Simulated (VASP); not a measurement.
```xyz
4
Lattice="2.1595 -3.7403 0.0000 2.1595 3.7403 0.0000 0.0000 0.0000 7.0254" Properties=species:S:1:pos:R:3 pbc="T T T"
Mg     2.1595    -1.2468     3.5109
Mg     2.1595     1.2468     7.0235
Te     2.1595    -1.2468     6.1561
Te     2.1595     1.2468     2.6434
```

The numbers are results of PBE GGA, VASP's PBE PAW potentials (set 64) (plane waves; VASP), not measurements. Numerical set-up: 500 eV cut-off, 6×6×3 Γ-centred mesh, Gaussian smearing of 0.050 eV, potentials Mg Te.

Q: Predict the energy per atom (σ→0), pressure.

A: 
The energy per atom (σ→0) comes out as -3.042 eV/atom and the pressure is 9.98 GPa.

The compound is MgTe in the wurtzite structure. It was relaxed first under an external pressure of 10 GPa.
